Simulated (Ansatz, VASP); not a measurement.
# K3OF (antiperovskite type (invented)): VASP beside Ansatz

Wanted: the spread between two codes on one cell, functional and k mesh. The cell is generated by rule, not measured, and may not be a known phase. The cell is taken from a series of runs on this material, whose earlier steps may have relaxed, scaled, displaced or heated it; both programs get it as it stands.

Method: plane waves, with VASP 6.6.1 beside it; relaxation of cell and atoms at PBEsol, in Ansatz 0.2.0.

### Step 1. The starting structure

Symmetry: Pm-3m, No. 221, cubic system. The conventional cell has a = 5.042 Å, b = 5.042 Å, c = 5.042 Å, α = 90.00°, β = 90.00°, γ = 90.00°. F has 12 K at 3.57 Å nearest. O has 6 K at 2.52 Å nearest. Nearest to K lie 2 O at 2.52 Å. Farther neighbours and most contacts between anions are not listed.

Coordinates:

```xyz
5
Lattice="5.0419 0.0000 0.0000 0.0000 5.0419 0.0000 0.0000 0.0000 5.0419" Properties=species:S:1:pos:R:3 pbc="T T T"
F     0.0000    0.0000    0.0000
O     2.5210    2.5210    2.5210
K     2.5210    2.5210    0.0000
K     2.5210    0.0000    2.5210
K     0.0000    2.5210    2.5210
```

### Step 2. VASP: relaxation of cell and atoms, PBEsol

The relaxed volume is the usual yardstick between codes: in a stiff, nearly cubic crystal its relative difference is about their pressure difference at one cell divided by the bulk modulus.

Lines of VASP's logs that name or quote its potential files are left out, and so is its time.

INCAR

```
SYSTEM = K3OF
PREC = Accurate
ENCUT = 600
EDIFF = 1E-07
NELM = 120
ISMEAR = 0
SIGMA = 0.02
LREAL = .FALSE.
ALGO = Normal
GGA = PS
NBANDS = 26
LORBIT = 11
LWAVE = .FALSE.
LCHARG = .FALSE.
ISIF = 3
IBRION = 2
NSW = 80
EDIFFG = -0.005
LASPH = .TRUE.
GGA_COMPAT = .FALSE.
NELMIN = 4
EFERMI = MIDGAP
KPAR = 2
```

POSCAR

```
K3OF
1.0
    5.0419350000      0.0000000000      0.0000000000
    0.0000000000      5.0419350000      0.0000000000
    0.0000000000      0.0000000000      5.0419350000
F O K
1 1 3
Direct
    0.0000000000      0.0000000000      0.0000000000
    0.5000000992      0.5000000992      0.5000000992
    0.5000000992      0.5000000992      0.0000000000
    0.5000000992      0.0000000000      0.5000000992
    0.0000000000      0.5000000992      0.5000000992
```

KPOINTS

```
Automatic mesh
0
Gamma
6 6 6
0 0 0
```

Potentials, in the order of the species: F, O and K_sv (PBE family, release 64).

Started as:

```
$ mpirun -np 2 vasp_std
```

Numbers of over 12 decimals in the logs are rounded to 6 here.

Log:

```text
[banner, memory and clock lines left out]
running    2 mpi-ranks, on    1 nodes
 distrk:  each k-point on    1 cores,    2 groups
 distr:  one band on    1 cores,    1 groups

 POSCAR found type information on POSCAR F O K
 POSCAR found :  3 types and       5 ions
|                                                                             |
|               ----> ADVICE to this user running VASP <----                  |
|                                                                             |
|     You enforced a specific xc type in the INCAR file but a different       |
|     [... a line on the potential file left out ...]
|     I HOPE YOU KNOW WHAT YOU ARE DOING!                                     |
|                                                                             |

 LDA part: xc-table for (Slater+PW92), standard interpolation
 POSCAR, INCAR and KPOINTS ok, starting setup
 FFT: planning ... GRIDC
 FFT: planning ... GRID_SOFT
 FFT: planning ... GRID
 WAVECAR not read
 entering main loop
       N       E                     dE             d eps       ncg     rms          rms(c)
DAV:   1     0.348402960949E+03    0.34840E+03   -0.20666E+04  1040   0.156E+03
DAV:   2     0.152337570719E+01   -0.34688E+03   -0.33783E+03  1306   0.421E+02
DAV:   3    -0.237125207776E+02   -0.25236E+02   -0.25174E+02  1512   0.984E+01
DAV:   4    -0.247825213982E+02   -0.10700E+01   -0.10685E+01  1606   0.165E+01
DAV:   5    -0.248090324286E+02   -0.26511E-01   -0.26508E-01  1456   0.208E+00    0.129E+01
DAV:   6    -0.184666410166E+02    0.63424E+01   -0.34171E+01  1074   0.244E+01    0.922E+00
DAV:   7    -0.182557792995E+02    0.21086E+00   -0.25300E+00  1342   0.768E+00    0.782E+00
DAV:   8    -0.180878256399E+02    0.16795E+00   -0.44462E-01  1170   0.391E+00    0.189E+00
DAV:   9    -0.180840376538E+02    0.37880E-02   -0.18030E-01  1356   0.220E+00    0.457E-01
DAV:  10    -0.180860494873E+02   -0.20118E-02   -0.17321E-02  1276   0.700E-01    0.237E-01
DAV:  11    -0.180912982236E+02   -0.52487E-02   -0.96785E-03  1100   0.495E-01    0.144E-01
DAV:  12    -0.180911593138E+02    0.13891E-03   -0.48492E-03  1242   0.283E-01    0.263E-02
DAV:  13    -0.180912252249E+02   -0.65911E-04   -0.57881E-04  1360   0.989E-02    0.383E-02
DAV:  14    -0.180912198547E+02    0.53702E-05   -0.17842E-04  1144   0.640E-02    0.113E-02
DAV:  15    -0.180912231891E+02   -0.33343E-05   -0.37629E-05  1406   0.209E-02    0.105E-02
DAV:  16    -0.180912225834E+02    0.60569E-06   -0.15405E-05  1308   0.128E-02    0.186E-03
DAV:  17    -0.180912226729E+02   -0.89471E-07   -0.17191E-06  1314   0.523E-03    0.116E-03
DAV:  18    -0.180912227323E+02   -0.59438E-07   -0.27933E-07   846   0.217E-03
   1 F= -.18091223E+02 E0= -.18091223E+02  d E =-.180912E+02
 curvature:   0.00 expect dE= 0.000E+00 dE for cont linesearch  0.000E+00
 trial: gam= 0.00000 g(F)=  0.000E+00 g(S)=  0.118E-03 ort = 0.000E+00 (trialstep = 0.100E+01)
 search vector abs. value=  0.118E-03
 bond charge predicted
       N       E                     dE             d eps       ncg     rms          rms(c)
DAV:   1    -0.180924755570E+02   -0.12529E-02   -0.25461E-02  1062   0.130E+00    0.251E-01
DAV:   2    -0.180915126822E+02    0.96287E-03   -0.57068E-03  1066   0.470E-01    0.830E-02
DAV:   3    -0.180913472219E+02    0.16546E-03   -0.46490E-04  1170   0.161E-01    0.605E-02
DAV:   4    -0.180913120710E+02    0.35151E-04   -0.16792E-04  1396   0.692E-02    0.503E-02
DAV:   5    -0.180913151597E+02   -0.30887E-05   -0.33110E-05  1378   0.303E-02    0.117E-02
DAV:   6    -0.180913118032E+02    0.33565E-05   -0.13934E-05  1600   0.194E-02    0.564E-03
DAV:   7    -0.180913109962E+02    0.80692E-06   -0.53111E-06  1648   0.105E-02    0.262E-03
DAV:   8    -0.180913105117E+02    0.48457E-06   -0.48639E-07  1046   0.364E-03    0.534E-04
DAV:   9    -0.180913103542E+02    0.15746E-06   -0.32893E-08   612   0.121E-03    0.103E-04
DAV:  10    -0.180913103354E+02    0.18848E-07   -0.71852E-09   556   0.610E-04
   2 F= -.18091310E+02 E0= -.18091310E+02  d E =-.876031E-04
 trial-energy change:   -0.000088  1 .order   -0.000087   -0.000118   -0.000057
 step:   1.8595(harm=  1.9241)  dis= 0.00000  next Energy=   -18.091335 (dE=-0.112E-03)
 bond charge predicted
       N       E                     dE             d eps       ncg     rms          rms(c)
DAV:   1    -0.180921972536E+02   -0.88690E-03   -0.18790E-02  1062   0.112E+00    0.216E-01
DAV:   2    -0.180914871008E+02    0.71015E-03   -0.42136E-03  1062   0.404E-01    0.714E-02
DAV:   3    -0.180913649383E+02    0.12216E-03   -0.34378E-04  1166   0.139E-01    0.519E-02
DAV:   4    -0.180913388670E+02    0.26071E-04   -0.12425E-04  1392   0.595E-02    0.432E-02
DAV:   5    -0.180913406353E+02   -0.17683E-05   -0.24361E-05  1376   0.261E-02    0.101E-02
DAV:   6    -0.180913380407E+02    0.25946E-05   -0.10284E-05  1608   0.167E-02    0.482E-03
DAV:   7    -0.180913372928E+02    0.74787E-06   -0.38864E-06  1660   0.901E-03    0.225E-03
DAV:   8    -0.180913368712E+02    0.42158E-06   -0.35525E-07   974   0.312E-03    0.450E-04
DAV:   9    -0.180913367418E+02    0.12947E-06   -0.25811E-08   546   0.108E-03    0.879E-05
DAV:  10    -0.180913367218E+02    0.20019E-07   -0.57652E-09   538   0.559E-04
   3 F= -.18091337E+02 E0= -.18091337E+02  d E =-.113989E-03
 curvature:  -0.96 expect dE=-0.117E-06 dE for cont linesearch -0.117E-06
 trial: gam=-0.03121 g(F)=  0.535E-47 g(S)=  0.123E-06 ort = 0.380E-05 (trialstep = 0.117E+01)
 search vector abs. value=  0.228E-09
 reached required accuracy - stopping structural energy minimisation
```

From OUTCAR (step 2):

```text
ion  position               nearest neighbor table
   1  0.000  0.000  0.000-
   2  0.500  0.500  0.500-   3 2.52   4 2.52   5 2.52   3 2.52   4 2.52   5 2.52
   3  0.500  0.500  0.000-   2 2.52   2 2.52   4 3.57   5 3.57   5 3.57   4 3.57   4 3.57   5 3.57
                             5 3.57   4 3.57
   4  0.500  0.000  0.500-   2 2.52   2 2.52   3 3.57   5 3.57   5 3.57   3 3.57   3 3.57   5 3.57
                             5 3.57   3 3.57
   5  0.000  0.500  0.500-   2 2.52   2 2.52   3 3.57   4 3.57   4 3.57   3 3.57   3 3.57   4 3.57
                             4 3.57   3 3.57

  LATTYP: Found a simple cubic cell.
 ALAT       =     5.0419350000

 Subroutine GETGRP returns: Found 48 space group operations
 (whereof 48 operations were pure point group operations)

The static configuration has the point symmetry O_h .

 Found     20 irreducible k-points:

   k-points           NKPTS =     20   k-points in BZ     NKDIM =     20   number of bands    NBANDS=     26

   dimension x,y,z NGX =    40 NGY =   40 NGZ =   40
   dimension x,y,z NGXF=    80 NGYF=   80 NGZF=   80

   ENCUT  =  600.0 eV  44.10 Ry    6.64 a.u.  10.07 10.07 10.07*2*pi/ulx,y,z

   NELECT =      40.0000    total number of electrons

 k-points in reciprocal lattice and weights: Automatic mesh
   0.00000000  0.00000000  0.00000000       0.005
   0.16666667  0.00000000  0.00000000       0.028
   0.33333333  0.00000000  0.00000000       0.028
   0.50000000  0.00000000  0.00000000       0.014
   0.16666667  0.16666667  0.00000000       0.056
   0.33333333  0.16666667  0.00000000       0.111
   0.50000000  0.16666667  0.00000000       0.056
   0.33333333  0.33333333  0.00000000       0.056
   0.50000000  0.33333333  0.00000000       0.056
[...]
0.50000000  0.50000000  0.33333333       0.028
   0.50000000  0.50000000  0.50000000       0.005

 average (electrostatic) potential at core
       1 -77.7503       2 -72.0219       3 -36.8448       4 -36.8448       5 -36.8448

 E-fermi :   0.5904

 k-point     1 :       0.0000    0.0000    0.0000
  band No.  band energies     occupation
    ...
     16      -2.8819      2.00000
     17      -2.8819      2.00000
     18       0.1284      2.00000
     19       0.1284      2.00000
     20       0.1284      2.00000
     21       1.0523      0.00000
     22       3.9638      0.00000
     23       3.9638      0.00000
     24       4.9987      0.00000
     25       4.9987      0.00000
    ...

 k-point     2 :       0.1667    0.0000    0.0000
  band No.  band energies     occupation
    ...
     16      -2.8872      2.00000
     17      -2.8872      2.00000
     18      -0.1512      2.00000
     19       0.0980      2.00000
     20       0.0980      2.00000
     21       1.3502      0.00000
     22       3.9519      0.00000
     23       4.1756      0.00000
     24       5.0925      0.00000
     25       5.1445      0.00000
    ...

 k-point     3 :       0.3333    0.0000    0.0000
  band No.  band energies     occupation
    ...
     16      -2.8978      2.00000
     17      -2.8978      2.00000
     18      -0.6165      2.00000
     19       0.0400      2.00000
     20       0.0400      2.00000
     21       2.0447      0.00000
     22       3.6863      0.00000
     23       4.7191      0.00000
     24       5.3261      0.00000
     25       5.4626      0.00000
    ...

  Total        0.0020577      0.0020577      0.0020577     -0.0000000     -0.0000000     -0.0000000
  in kB        0.0256342      0.0256342      0.0256342     -0.0000000     -0.0000000     -0.0000000
  external PRESSURE =       0.0256342 kB  Pullay stress =       0.0000000 kB

  energy-cutoff  :      600.00
  volume of cell :      128.61
      direct lattice vectors                 reciprocal lattice vectors
     5.047705861 -0.000000000 -0.000000000     0.198109800 -0.000000000 -0.000000000
     0.000000000  5.047705861 -0.000000000     0.000000000  0.198109800 -0.000000000
     0.000000000  0.000000000  5.047705861     0.000000000  0.000000000  0.198109800

 POSITION                                       TOTAL-FORCE (eV/Angst)
 -----------------------------------------------------------------------------------
      0.00000      0.00000      0.00000         0.000000      0.000000      0.000000
      2.52385      2.52385      2.52385        -0.000000     -0.000000      0.000000
      2.52385      2.52385     -0.00000         0.000000      0.000000      0.000000
      2.52385      0.00000      2.52385        -0.000000     -0.000000      0.000000
      0.00000      2.52385      2.52385        -0.000000     -0.000000      0.000000
 -----------------------------------------------------------------------------------
    total drift:                               -0.001401     -0.001401     -0.001401

  FREE ENERGIE OF THE ION-ELECTRON SYSTEM (eV)
  ---------------------------------------------------
  free  energy   TOTEN  =       -18.0913367218 eV

  energy  without entropy=      -18.0913367218  energy(sigma->0) =      -18.09133672

 reached required accuracy - stopping structural energy minimisation

 total charge
# of ion       s       p       d       tot
------------------------------------------
    1        1.723   4.281   0.000   6.004
    2        1.547   3.382   0.000   4.929
    3        1.965   5.576   0.052   7.593
    4        1.965   5.576   0.052   7.593
    5        1.965   5.576   0.052   7.593
--------------------------------------------------
tot          9.166  24.389   0.156  33.711

[... 3 further parts left out ...]
```

CONTCAR:

```
K3OF
   1.00000000000000
     5.0477058610189571   -0.0000000000000000   -0.0000000000000000
     0.0000000000000000    5.0477058610189571   -0.0000000000000000
     0.0000000000000000    0.0000000000000000    5.0477058610189571
  F               O               K
     1     1     3
Direct
     0.0000000000000000    0.0000000000000000    0.0000000000000000
     0.5000000992000011    0.5000000992000011    0.5000000992000011
     0.5000000992000011    0.5000000992000011    0.0000000000000000
     0.5000000992000011    0.0000000000000000    0.5000000992000011
     0.0000000000000000    0.5000000992000011    0.5000000992000011
```

The PAW data sets were made with PBE, which is usual practice but a small mismatch for other functionals. The run keeps the 48 symmetry operations of its start, so it cannot find a distortion of lower symmetry.

(Part 1 of 2 ends here.)

[Lines on the potential files, build, host, timing and source positions are cut from VASP's logs without a mark.]

[Logs are printed without paths, hosts, clocks, repeated set-up lines and the standing remarks that a program may print on its own settings, such as how far it seeks lower states.]

[Hosts, paths, dates, database ids (printed as entryN), source tags and the programs' standing remarks are cut or masked in the printed files.]
